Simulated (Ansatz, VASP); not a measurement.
# Sc2CS in two plane-wave programs, part 2 of 2

Aim: how closely do two programs agree when they are given the same cell, functional and k mesh? The cell is invented: As first built, before any earlier steps moved the atoms (in the runner's words): it takes the Sc2CO structure with some of its atoms replaced by other elements, volume scaled by an estimate. It may not be a known or stable phase. The cell is a member of a volume series, scaled by 0.94 from a relaxed one, so a pressure remains.

VASP 6.6.1 and Ansatz 0.2.0.

So far. Step 3 (Ansatz: single point, r2SCAN, volume scaled by 0.94): The run ends at a pressure of 8.58 GPa, with forces up to 0.23 eV/Å.

## (6) VASP: single point, r2SCAN, volume scaled by 0.96

Level of this step: r2SCAN; plane waves and PAW (Sc_sv, S, C); invented cell (VASP).

A single point gives forces, pressure and levels at one fixed geometry, so differences don't come from the geometry; what else differs is listed under the comparison. The cell compared in this pair holds 58.88 Å³, against 57.65 Å³ for the pair before.

Contents of INCAR:

```
SYSTEM = Sc2CS
PREC = Accurate
ENCUT = 520
EDIFF = 1E-06
NELM = 100
ISMEAR = -1
SIGMA = 0.05
LREAL = .FALSE.
ALGO = Normal
METAGGA = R2SCAN
LASPH = .TRUE.
NBANDS = 22
LORBIT = 11
LWAVE = .FALSE.
LCHARG = .FALSE.
KPAR = 2
ISIF = 2
```

Contents of POSCAR:

```
Sc2CS
1.0
    1.7061777410      0.9850623477      5.8384188781
   -1.7061777410      0.9850623477      5.8384188781
    0.0000000000     -1.9701237511      5.8384188783
Sc S C
2 1 1
Direct
    0.2357297611      0.2357297611      0.2357297610
    0.7642702389      0.7642702389      0.7642702390
    0.0000000000      0.0000000000      0.0000000000
    0.5000000000      0.5000000000      0.5000000000
```

Contents of KPOINTS:

```
Automatic mesh
0
Gamma
7 7 7
0 0 0
```

Potentials, in the order of the species: Sc_sv, S and C (PBE family, release 64).

Run with:

```
mpirun -np 2 vasp_std
```

Numbers of over 12 decimals in the logs are rounded to 6 here.

The program printed:

```text
[banner, memory and clock lines left out]
running    2 mpi-ranks, on    1 nodes
[...]
[... a notice as in an earlier step ...]

 LDA part: xc-table for (None), standard interpolation
 POSCAR, INCAR and KPOINTS ok, starting setup
[...]
entering main loop
       N       E                     dE             d eps       ncg     rms          rms(c)
DAV:   1     0.449582236935E+03    0.44958E+03   -0.15353E+04  1952   0.158E+03
DAV:   2    -0.141967690313E+02   -0.46378E+03   -0.45328E+03  2432   0.609E+02
DAV:   3    -0.589971531993E+02   -0.44800E+02   -0.42608E+02  3318   0.195E+02
DAV:   4    -0.606306855723E+02   -0.16335E+01   -0.16254E+01  3138   0.313E+01
[...]
DAV:  13    -0.468455584442E+02   -0.99062E-05   -0.52936E-05  2898   0.697E-02    0.150E-02
DAV:  14    -0.468455512773E+02    0.71669E-05   -0.42393E-05  3024   0.445E-02    0.433E-03
DAV:  15    -0.468455514112E+02   -0.13390E-06   -0.64046E-07  1764   0.104E-02
   1 F= -.46845551E+02 E0= -.46844603E+02  d E =-.189768E-02
```

Parts of OUTCAR (step 6):

```text
  Total        2.1872868      2.1872862      2.2461560      0.0000000      0.0000001      0.0000000
  in kB       59.5226099     59.5225923     61.1246154      0.0000000      0.0000033      0.0000000
  external PRESSURE =      60.0566059 kB  Pullay stress =       0.0000000 kB

 POSITION                                       TOTAL-FORCE (eV/Angst)
 -----------------------------------------------------------------------------------
      0.00000      0.00000      4.12887         0.000000      0.000000      0.165277
      0.00000      0.00000     13.38639         0.000000     -0.000000     -0.165277
      0.00000      0.00000      0.00000         0.000000      0.000000      0.000000
      0.00000      0.00000      8.75763         0.000000     -0.000000      0.000000
 -----------------------------------------------------------------------------------
    total drift:                                0.000000      0.000000     -0.000000

  FREE ENERGIE OF THE ION-ELECTRON SYSTEM (eV)
  ---------------------------------------------------
  free  energy   TOTEN  =       -46.8455514112 eV

  energy  without entropy=      -46.8436537319  energy(sigma->0) =      -46.84460257

[... 1 part as in an earlier step ...]

[... 2 further parts left out ...]
[key lines of the parts left out:]
E-fermi :   5.8386
```

The run ends at a pressure of 6.01 GPa, with forces up to 0.17 eV/Å.

## (7) Ansatz: single point, r2SCAN, volume scaled by 0.96

The same cell, functional, mesh and smearing now go to Ansatz, which takes its cutoff from its data sets.

The cell is a member of a volume series, scaled by 0.96 from a relaxed one, so a pressure remains.

Contents of input.yaml:

```yaml
crystal:
  lattice:
    - [1.706177741, 0.9850623477, 5.8384188781]
    - [-1.706177741, 0.9850623477, 5.8384188781]
    - [0.0, -1.9701237511, 5.8384188783]
  atoms:
    - { symbol: Sc, position: [0.2357297611, 0.2357297611, 0.235729761] }
    - { symbol: Sc, position: [0.7642702389, 0.7642702389, 0.764270239] }
    - { symbol: S, position: [0.0, 0.0, 0.0] }
    - { symbol: C, position: [0.5, 0.5, 0.5] }
hamiltonian:
  xc: r2scan
  pseudopotentials: { kind: paw }
kpoints:
  mp_grid: { grid: [7, 7, 7] }
scf:
  occupations: { method: fermi_dirac, width: 0.05 }
  n_extra_bands: 5
output:
  forces: true
  stress: true
  eigenvalues: true
  write_density: true
  write_potential: true
  elf: true
  volumetric_format: npy
```

Run with:

```
ansatz run input.yaml --threads 2 --pin off --max-ram 4608MiB --backend cpu --events-out ev --progress --plain --runs-dir out
```

The program printed:

```text
[...]
Crystal: 4 atoms, lattice volume = 58.875 Å³
Basis set: ecut = 500 eV, 1491 PW (Γ), FFT grids on a1−a2, a2, −a2+a3, exchange–correlation on 100×180×100 points (64 copies of the dense FFT grid, shifted against one another)
Bands: 21, of which v1, the nominal top of the filled ones, is band 16 counted from 1 (15 counted from 0)
Symmetry: 12 space group operations
[...]
k-point 0: bands = [... 12 lower, 8.8226, 10.9456, 11.4366, 11.4366, 13.3243, 13.3243, 13.3461, 14.0581, ... 1 higher]
  k-point 1: bands = [... 12 lower, 8.8231, 10.1263, 10.6420, 10.9317, 13.0728, 13.8432, 13.9398, 14.3633, ... 1 higher]
  k-point 2: bands = [... 12 lower, 8.7190, 9.1897, 9.9484, 10.4215, 12.6924, 14.3936, 14.7308, 14.9402, ... 1 higher]
  k-point 43: bands = [... 12 lower, 9.1141, 9.1379, 10.1762, 10.3334, 13.0737, 13.9285, 14.2613, 14.9163, ... 1 higher]
[key lines of the parts left out:]
SCF converged after 7 iterations
Free energy (F): -5444.871266 eV
Fermi energy:    11.257179 eV
P = ⅓ Tr σ = 5.1874 GPa (51.874 kbar)
```

Wall time 9.9 s (2 threads of Arm Neoverse N1, shared host); peak memory 0.5 GiB; 19 s of CPU time.

The run ends at a pressure of 5.19 GPa, with forces up to 0.13 eV/Å.

## (8) Side by side

The two programs side by side:

```
                                        quantity  Ansatz  VASP  difference
                                  pressure (GPa)    5.19  6.01       -0.82
pressure without Ansatz's Pulay correction (GPa)    5.12  6.01       -0.89
```

Forces (eV/Å; atoms numbered as in POSCAR):

```
atom        Ansatz x, y, z          VASP x, y, z
 Sc1   0.000, 0.000, 0.131   0.000, 0.000, 0.165
 Sc2  0.000, 0.000, -0.131  0.000, 0.000, -0.165
  S3   0.000, 0.000, 0.000   0.000, 0.000, 0.000
  C4   0.000, 0.000, 0.000   0.000, 0.000, 0.000
```

The forces differ by 14 meV/Å r.m.s., which is 21.0 % of the r.m.s. force of 0.07 eV/Å (both taken over all components). Ansatz's pressure holds a Pulay correction of 0.07 GPa; VASP's holds none.

## (9) Further runs

Further runs change the set-up of one program: Ansatz's method, potentials or start, or VASP's data sets, cutoff or form of LDA. The table gives Ansatz less VASP for each quantity, since a change that brings one quantity closer may part another.

```
                                        run  r.m.s. force difference (meV/Å)  pressure (GPa)  pressure without Ansatz's Pulay correction (GPa)
                                   as above                               14           -0.82                                             -0.89
                       cores kept as stored                               15           -0.88                                             -0.95
    Ansatz's larger PAW set (cutoff 920 eV)                               15           -0.82                                                  
norm-conserving potentials (cutoff 1290 eV)                               14           -0.83
```

## (10) Ansatz: single point, r2SCAN, volume scaled by 0.98

A single point gives forces, pressure and levels at one fixed geometry, so differences don't come from the geometry; what else differs is listed under the comparison. The cell compared in this pair holds 60.10 Å³, against 58.88 Å³ for the pair before.

The cell is a member of a volume series, scaled by 0.98 from a relaxed one, so a pressure remains.

input.yaml, the sections that differ from step 7:

```yaml
crystal:
  lattice:
    - [1.7179448559, 0.9918560958, 5.8786851083]
    - [-1.7179448559, 0.9918560958, 5.8786851083]
    - [0.0, -1.9837112408, 5.8786851085]
  atoms:
    - { symbol: Sc, position: [0.2357297611, 0.2357297611, 0.235729761] }
    - { symbol: Sc, position: [0.7642702389, 0.7642702389, 0.764270239] }
    - { symbol: S, position: [0.0, 0.0, 0.0] }
    - { symbol: C, position: [0.5, 0.5, 0.5] }
output:
  forces: true
  stress: true
  eigenvalues: true
# hamiltonian, kpoints, scf: as in step 7
```

The program printed:

```text
[...]
Crystal: 4 atoms, lattice volume = 60.102 Å³
Basis set: ecut = 500 eV, 1539 PW (Γ), FFT grids on a1−a3, a2−a3, a3, exchange–correlation on 108×108×192 points (64 copies of the dense FFT grid, shifted against one another)
Bands: 21, of which v1, the nominal top of the filled ones, is band 16 counted from 1 (15 counted from 0)
Symmetry: 12 space group operations
[...]
k-point 0: bands = [... 12 lower, 8.5747, 10.6567, 11.1355, 11.1355, 13.0223, 13.0223, 13.0493, 13.7332, ... 1 higher]
  k-point 1: bands = [... 12 lower, 8.5705, 9.8594, 10.3633, 10.6510, 12.7781, 13.5245, 13.6167, 14.0250, ... 1 higher]
  k-point 2: bands = [... 12 lower, 8.4603, 8.9262, 9.6917, 10.1568, 12.4041, 14.0597, 14.3861, 14.5817, ... 1 higher]
  k-point 43: bands = [... 12 lower, 8.8499, 8.8956, 9.9123, 10.0725, 12.7783, 13.6038, 13.9258, 14.5710, ... 1 higher]
[key lines of the parts left out:]
SCF converged after 7 iterations
Free energy (F): -5444.899005 eV
Fermi energy:    11.001070 eV
P = ⅓ Tr σ = 2.1125 GPa (21.125 kbar)
```

The job ended after 7.9 s (2 threads; peak memory 0.53 GiB; 15 s of CPU time).

The run ends at a pressure of 2.11 GPa, with forces up to 0.044 eV/Å.

## (11) VASP: single point, r2SCAN, volume scaled by 0.98

The same cell, functional, mesh and smearing now go to VASP, with its own data sets and cutoff.

INCAR is that of step 6.

Contents of POSCAR:

```
Sc2CS
1.0
    1.7179448559      0.9918560958      5.8786851083
   -1.7179448559      0.9918560958      5.8786851083
    0.0000000000     -1.9837112408      5.8786851085
Sc S C
2 1 1
Direct
    0.2357297611      0.2357297611      0.2357297610
    0.7642702389      0.7642702389      0.7642702390
    0.0000000000      0.0000000000      0.0000000000
    0.5000000000      0.5000000000      0.5000000000
```

KPOINTS is that of step 6.

Run with:

```
mpirun -np 2 vasp_std
```

The program printed:

```text
[... set-up lines as in an earlier step ...]
 entering main loop
       N       E                     dE             d eps       ncg     rms          rms(c)
DAV:   1     0.457460175007E+03    0.45746E+03   -0.15260E+04  1944   0.157E+03
DAV:   2    -0.143169554293E+02   -0.47178E+03   -0.46160E+03  2424   0.605E+02
DAV:   3    -0.591372863424E+02   -0.44820E+02   -0.42736E+02  3328   0.196E+02
DAV:   4    -0.607011825952E+02   -0.15639E+01   -0.15569E+01  3152   0.306E+01
[...]
DAV:  13    -0.468800963008E+02   -0.11446E-04   -0.77170E-05  3114   0.844E-02    0.171E-02
DAV:  14    -0.468800869947E+02    0.93061E-05   -0.54608E-05  3128   0.491E-02    0.407E-03
DAV:  15    -0.468800871386E+02   -0.14395E-06   -0.77597E-07  1828   0.898E-03
   1 F= -.46880087E+02 E0= -.46879222E+02  d E =-.172944E-02
```

Parts of OUTCAR (step 11):

```text
  Total        1.0610526      1.0610523      1.1079169      0.0000000      0.0000001      0.0000000
  in kB       28.2851383     28.2851299     29.5344299      0.0000000      0.0000016      0.0000000
  external PRESSURE =      28.7015660 kB  Pullay stress =       0.0000000 kB

 POSITION                                       TOTAL-FORCE (eV/Angst)
 -----------------------------------------------------------------------------------
      0.00000      0.00000      4.15734         0.000000      0.000000      0.079023
      0.00000      0.00000     13.47871         0.000000     -0.000000     -0.079023
      0.00000      0.00000      0.00000        -0.000000     -0.000000      0.000000
      0.00000      0.00000      8.81803         0.000000      0.000000      0.000000
 -----------------------------------------------------------------------------------
    total drift:                                0.000000      0.000000     -0.000000

  FREE ENERGIE OF THE ION-ELECTRON SYSTEM (eV)
  ---------------------------------------------------
  free  energy   TOTEN  =       -46.8800871386 eV

  energy  without entropy=      -46.8783576983  energy(sigma->0) =      -46.87922242

[... 1 part as in an earlier step ...]

[... 2 further parts left out ...]
[key lines of the parts left out:]
E-fermi :   5.6931
```

The run ends at a pressure of 2.87 GPa, with forces up to 0.079 eV/Å.

## (12) Side by side

Compared:

```
                                        quantity  Ansatz  VASP  difference
                                  pressure (GPa)    2.11  2.87       -0.76
pressure without Ansatz's Pulay correction (GPa)    2.05  2.87       -0.82
```

Forces (eV/Å; atoms numbered as in POSCAR):

```
atom        Ansatz x, y, z          VASP x, y, z
 Sc1   0.000, 0.000, 0.044   0.000, 0.000, 0.079
 Sc2  0.000, 0.000, -0.044  0.000, 0.000, -0.079
  S3   0.000, 0.000, 0.000   0.000, 0.000, 0.000
  C4   0.000, 0.000, 0.000   0.000, 0.000, 0.000
```

The forces differ by 14 meV/Å r.m.s., which is 44.0 % of the r.m.s. force of 0.03 eV/Å (both taken over all components). Ansatz's pressure holds a Pulay correction of 0.07 GPa; VASP's holds none.

## (13) What the set-up changes

Further runs change the set-up of one program: Ansatz's method, potentials or start, or VASP's data sets, cutoff or form of LDA. The table gives Ansatz less VASP for each quantity, since a change that brings one quantity closer may part another.

```
                                        run  r.m.s. force difference (meV/Å)  pressure (GPa)  pressure without Ansatz's Pulay correction (GPa)
                                   as above                               14           -0.76                                             -0.82
                       cores kept as stored                               15           -0.82                                             -0.88
    Ansatz's larger PAW set (cutoff 920 eV)                               15           -0.76                                                  
norm-conserving potentials (cutoff 1290 eV)                               14           -0.77
```

## (14) Results

```
r.m.s. force difference (single point, r2SCAN, volume scaled by 0.94) : 14 meV/Å
difference in pressure (single point, r2SCAN, volume scaled by 0.94)  : -0.88 GPa
r.m.s. force difference (single point, r2SCAN, volume scaled by 0.96) : 14 meV/Å
difference in pressure (single point, r2SCAN, volume scaled by 0.96)  : -0.82 GPa
r.m.s. force difference (single point, r2SCAN, volume scaled by 0.98) : 14 meV/Å
difference in pressure (single point, r2SCAN, volume scaled by 0.98)  : -0.76 GPa
```

**Reading.** The r.m.s. force difference is 14 meV/Å (single point, r2SCAN, volume scaled by 0.98), beyond the 12 meV/Å picked in this series as the mark of a large difference. For single point, r2SCAN, volume scaled by 0.94, no further run moves any of the tabulated differences by more than a quarter of its size. For single point, r2SCAN, volume scaled by 0.96, no further run moves any of the tabulated differences by more than a quarter of its size. For single point, r2SCAN, volume scaled by 0.98, no further run moves any of the tabulated differences by more than a quarter of its size. How closely two codes agree says nothing of how well the functional describes the real material.

[Lines on the potential files, build, host, timing and source positions are cut from VASP's logs without a mark.]

[Logs are printed without paths, hosts, clocks, repeated set-up lines and the standing remarks that a program may print on its own settings, such as how far it seeks lower states.]

[Hosts, paths, dates, database ids (printed as entryN), source tags and the programs' standing remarks are cut or masked in the printed files.]
